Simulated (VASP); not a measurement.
Input:

```
BaS
1.0
    0.00000     3.19971     3.19971
    3.19971     0.00000     3.19971
    3.19971     3.19971     0.00000
Ba S
1 1
Direct
  0.00000   0.00000   0.00000
  0.50000   0.50000   0.50000
```

Calculation: PBE GGA with D4 dispersion, VASP's PBE PAW potentials (set 64) (plane waves; VASP). Numerical set-up: 520 eV cut-off, Gaussian smearing of 0.050 eV, potentials Ba_sv S.

Unless said otherwise, spin-orbit coupling is left out, though it shifts the bands of the heavy elements here.

Task: What does the run give for the band gap (along the path) with the smallest direct gap where there is one?

Result: 
| Quantity | Result |
|---|---|
| band gap (along the path) | 2.12 eV |
| smallest direct gap (along the path) | 2.26 eV |

The compound is BaS in the rock salt structure. It was relaxed first.
